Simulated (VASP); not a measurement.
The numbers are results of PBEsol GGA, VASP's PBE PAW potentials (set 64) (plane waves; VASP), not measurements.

VASP ran on this input.

### KPOINTS
```
Automatic mesh
0
Gamma
13 13 8
0 0 0
```

### INCAR
```
SYSTEM = Er
PREC = Accurate
ENCUT = 400
EDIFF = 1E-7
NELM = 100
ALGO = Normal
LREAL = .FALSE.
LASPH = .TRUE.
ISMEAR = -5
GGA = PS
LMAXMIX = 6
LWAVE = .FALSE.
LCHARG = .TRUE.
LORBIT = 11
NEDOS = 601
ISIF = 2
```

File POSCAR:
```
Er
10.8373820
  0.1626134168  -0.2816546608   0.0000000000
  0.1626134168   0.2816546608   0.0000000000
  0.0000000000   0.0000000000   0.4999999845
Er
2
Cart
  0.1626134168   0.0938850747   0.1249999961
  0.1626134168  -0.0938850747   0.3749999884
```

POTCAR, in this order: Er_3 (PBE.64 set). Program: vasp_std.

Output

**OSZICAR**
```
       N       E                     dE             d eps       ncg     rms          rms(c)
DAV:   1     0.372693010110E+02    0.37269E+02   -0.77926E+03  4706   0.119E+03
DAV:   2    -0.763171845957E+01   -0.44901E+02   -0.43677E+02  4560   0.490E+02
DAV:   3    -0.973984213240E+01   -0.21081E+01   -0.19680E+01  4865   0.560E+01
DAV:   4    -0.983642112502E+01   -0.96579E-01   -0.93939E-01  4810   0.945E+00
DAV:   5    -0.984108224019E+01   -0.46611E-02   -0.46179E-02  4665   0.200E+00    0.256E+01
DAV:   6    -0.983590666164E+01    0.51756E-02   -0.30445E-02  4595   0.322E+00    0.152E+01
DAV:   7    -0.984510063718E+01   -0.91940E-02   -0.52830E-02  4425   0.425E+00    0.359E-01
DAV:   8    -0.984477147635E+01    0.32916E-03   -0.34336E-03  4423   0.817E-01    0.825E-02
DAV:   9    -0.984476615283E+01    0.53235E-05   -0.19918E-04  4622   0.200E-01    0.302E-02
DAV:  10    -0.984476168039E+01    0.44724E-05   -0.21238E-05  4628   0.575E-02    0.351E-02
DAV:  11    -0.984476185792E+01   -0.17753E-06   -0.13610E-06  4564   0.154E-02    0.570E-03
DAV:  12    -0.984476206687E+01   -0.20894E-06   -0.15959E-07  2755   0.626E-03    0.177E-03
DAV:  13    -0.984476204468E+01    0.22185E-07   -0.33276E-08  2450   0.815E-03
   1 F= -.98447620E+01 E0= -.98447620E+01  d E =0.000000E+00
```

**OUTCAR**
```
------------------------ aborting loop because EDIFF is reached ----------------------------------------
  FORCE on cell =-STRESS in cart. coord.  units (eV):
  Direction    XX          YY          ZZ          XY          YZ          ZX
  --------------------------------------------------------------------------------------
  Total       -0.0225108     -0.0225108      0.1753572      0.0000000     -0.0000000      0.0000000
  in kB       -0.6186632     -0.6186630      4.8193417      0.0000000     -0.0000000      0.0000000
  external PRESSURE =       1.1940052 kB  Pullay stress =       0.0000000 kB
  volume of cell :       58.30
      direct lattice vectors                 reciprocal lattice vectors
     1.762303716 -3.052399151  0.000000000     0.283719540 -0.163805576  0.000000000
     1.762303716  3.052399151  0.000000000     0.283719540  0.163805576  0.000000000
     0.000000000  0.000000000  5.418690833     0.000000000  0.000000000  0.184546421
 POSITION                                       TOTAL-FORCE (eV/Angst)
 -----------------------------------------------------------------------------------
      1.76230      1.01747      1.35467        -0.000000     -0.000000      0.000000
      1.76230     -1.01747      4.06402         0.000000      0.000000      0.000000
 -----------------------------------------------------------------------------------
    total drift:                                0.000000      0.000084     -0.000012
  FREE ENERGIE OF THE ION-ELECTRON SYSTEM (eV)
  ---------------------------------------------------
  free  energy   TOTEN  =        -9.8447620447 eV

  energy  without entropy=       -9.8447620447  energy(sigma->0) =       -9.84476204

 total charge

# of ion       s       p       d       tot
------------------------------------------
    1        0.532   6.561   1.134   8.227
    2        0.532   6.561   1.134   8.227
--------------------------------------------------
tot          1.064  13.122   2.269  16.455
```
(Selected blocks of OUTCAR.)

The 4f electrons are frozen in the core of the lanthanide potential, so 4f levels, which can set the real gap, and their magnetism are missing. For a metal the tetrahedron method with Blöchl corrections gives inexact stress and forces.

The compound is Er in the hcp structure. It was relaxed first.
